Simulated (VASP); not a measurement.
A run of VASP 6.6.1 is set up as follows.

File INCAR:

```
SYSTEM = FeSb2S4
ALGO = Normal
EDIFF = 1E-7
ENCUT = 520
GGA = PS
ISIF = 2
ISMEAR = -1
ISPIN = 2
LASPH = .True.
LCHARG = .False.
LDAU = .True.
LDAUJ = 0 0 0
LDAUL = 2 -1 -1
LDAUPRINT = 1
LDAUTYPE = 2
LDAUU = 4 0 0
LEFG = .True.
LMAXMIX = 4
LORBIT = 11
LREAL = .False.
LWAVE = .False.
MAGMOM = 4 -4 4 -4 0 0 0 0 0 0 0 0 0 0 0 0 0 0 0 0 0 0 0 0 0 0 0 0
NELM = 120
PREC = Accurate
SIGMA = 0.02
```

KPOINTS

```
k-points
0
Gamma
  2 6 2
  0 0 0
```

POSCAR

```
FeSb2S4
1.0
   11.4010000000      0.0000000000      0.0000000000
    0.0000000000      3.7580000000      0.0000000000
    0.0000000000      0.0000000000     14.1480000000
Fe Sb S
4 8 16
Direct
    0.3166100000      0.2500000000      0.6651600000
    0.6833900000      0.7500000000      0.3348400000
    0.8166100000      0.2500000000      0.8348400000
    0.1833900000      0.7500000000      0.1651600000
    0.1445700000      0.2500000000      0.9370500000
    0.8554300000      0.7500000000      0.0629500000
    0.6445700000      0.2500000000      0.5629500000
    0.3554300000      0.7500000000      0.4370500000
    0.0387600000      0.7500000000      0.6144900000
    0.9612400000      0.2500000000      0.3855100000
    0.5387600000      0.7500000000      0.8855100000
    0.4612400000      0.2500000000      0.1144900000
    0.1955000000      0.7500000000      0.7298000000
    0.8045000000      0.2500000000      0.2702000000
    0.6955000000      0.7500000000      0.7702000000
    0.3045000000      0.2500000000      0.2298000000
    0.4220000000      0.2500000000      0.8158000000
    0.5780000000      0.7500000000      0.1842000000
    0.9220000000      0.2500000000      0.6842000000
    0.0780000000      0.7500000000      0.3158000000
    0.2236000000      0.2500000000      0.5055000000
    0.7764000000      0.7500000000      0.4945000000
    0.7236000000      0.2500000000      0.9945000000
    0.2764000000      0.7500000000      0.0055000000
    0.4506000000      0.7500000000      0.5954000000
    0.5494000000      0.2500000000      0.4046000000
    0.9506000000      0.7500000000      0.9046000000
    0.0494000000      0.2500000000      0.0954000000
```

Potentials or basis: VASP PAW PBE potentials, release 64 (Fe, Sb, S).

Launch:

```bash
$ cat potpaw_PBE.64/Fe/POTCAR potpaw_PBE.64/Sb/POTCAR potpaw_PBE.64/S/POTCAR > POTCAR
$ mpirun -np 1 vasp_std > vasp.out
```

Task: Estimate the site moments.

Result: Fe +3.59, -3.59; Sb +0.01, -0.01; S +0.04, -0.04, +0.01, -0.01, +0.03, -0.03 μB.

Task: What does it give for the net moment?

Result: 0.00 μB per cell.

Task: Predict the pressure.

Result: -0.3 GPa.

Task: What does it give for the largest force?

Result: 0.353 eV/Å.

Electric field gradients, principal values (V/Å²):
```
 atom       Vxx       Vyy       Vzz
 1 Fe  -103.373  -108.804   212.177
 2 Fe  -103.373  -108.804   212.177
 3 Fe  -103.373  -108.804   212.177
 4 Fe  -103.373  -108.804   212.177
 5 Sb    66.363   104.186  -170.549
 6 Sb    66.363   104.186  -170.549
 7 Sb    66.363   104.186  -170.549
 8 Sb    66.363   104.186  -170.549
 9 Sb    94.322   129.765  -224.087
10 Sb    94.322   129.765  -224.087
11 Sb    94.322   129.765  -224.087
12 Sb    94.322   129.765  -224.087
 13 S   -39.526   -69.097   108.624
 14 S   -39.526   -69.097   108.624
 15 S   -39.526   -69.097   108.624
 16 S   -39.526   -69.097   108.624
 17 S    50.475   100.059  -150.534
 18 S    50.475   100.059  -150.534
 19 S    50.475   100.059  -150.534
 20 S    50.475   100.059  -150.534
 21 S    44.688    52.439   -97.128
 22 S    44.688    52.439   -97.128
 23 S    44.688    52.439   -97.128
 24 S    44.688    52.439   -97.128
 25 S   -24.315   -41.865    66.181
 26 S   -24.315   -41.865    66.181
 27 S   -24.315   -41.865    66.181
 28 S   -24.315   -41.865    66.181
```

Caveat: the PAW data sets were made with another functional, which shifts forces and pressure a little. The state reached can hang on the start; a lower one may exist.
